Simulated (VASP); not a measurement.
Data:

```yaml
crystal:
  lattice:
    - [0.00000, 3.79565, 3.79565]
    - [3.79565, 0.00000, 3.79565]
    - [3.79565, 3.79565, 0.00000]
  atoms:
    - { symbol: K, position: [0.25000, 0.25000, 0.25000] }
    - { symbol: K, position: [0.75000, 0.75000, 0.75000] }
    - { symbol: S, position: [0.00000, 0.00000, 0.00000] }
```

Level of theory: revPBE GGA, VASP's PBE PAW potentials (set 64) (plane waves; VASP). Numerical set-up: 520 eV cut-off, Gaussian smearing of 0.050 eV, potentials K_sv S.

Problem. What does the run give for the band gap (along the path) with the smallest direct gap where there is one?

Solution. 
| Property | Result |
|---|---|
| band gap (along the path) | 2.42 eV |
| smallest direct gap (along the path) | 2.55 eV |

The compound is K2S in the antifluorite structure. It was relaxed first, which changed the volume by +8 %.
